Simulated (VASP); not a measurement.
Given:

```yaml
crystal:
  lattice:
    - [5.67507, 0.00000, 0.00000]
    - [0.00000, 5.67507, 0.00000]
    - [0.00000, 0.00000, 5.67507]
  atoms:
    - { symbol: Cs, position: [0.00000, 0.00000, 0.00000] }
    - { symbol: Pb, position: [0.50000, 0.50000, 0.50000] }
    - { symbol: Cl, position: [0.50000, 0.00000, 0.50000] }
    - { symbol: Cl, position: [0.00000, 0.50000, 0.50000] }
    - { symbol: Cl, position: [0.50000, 0.50000, 0.00000] }
```

These are r2SCAN meta-GGA, VASP's PBE PAW potentials (set 64) (plane waves; VASP) values and carry that method's errors. Settings: 520 eV cut-off, 5×5×5 Γ-centred mesh, tetrahedra with Blöchl corrections, potentials Cs_sv Pb_d Cl.

Unless said otherwise, spin-orbit coupling is left out, though it shifts the bands of the heavy elements here.

Give the energies of bands 13 to 25 at the high-symmetry points, in eV from the valence-band maximum.

| band | Γ | X | M | R |
|---|---|---|---|---|
| 13 | -6.56 | -7.50 | -8.21 | -8.29 |
| 14 | -4.49 | -4.41 | -4.28 | -3.10 |
| 15 | -4.49 | -4.41 | -3.29 | -3.10 |
| 16 | -4.49 | -3.06 | -2.75 | -3.10 |
| 17 | -2.54 | -2.64 | -2.75 | -2.69 |
| 18 | -2.54 | -2.64 | -2.71 | -2.69 |
| 19 | -2.54 | -2.64 | -2.71 | -2.13 |
| 20 | -2.45 | -2.54 | -2.69 | -2.13 |
| 21 | -2.45 | -2.54 | -2.14 | -2.13 |
| 22 | -2.45 | -1.64 | -0.79 | 0.00 |
| 23 | 4.00 | 3.50 | 3.03 | 2.48 |
| 24 | 4.90 | 5.32 | 3.03 | 2.48 |
| 25 | 4.90 | 5.79 | 5.41 | 2.48 |

The gap is direct, 2.48 eV, from the valence maximum at R to the conduction minimum at R.

The compound is CsPbCl3 in the cubic perovskite structure, the ideal cubic form; the compound distorts at low or room temperature. It was relaxed first.
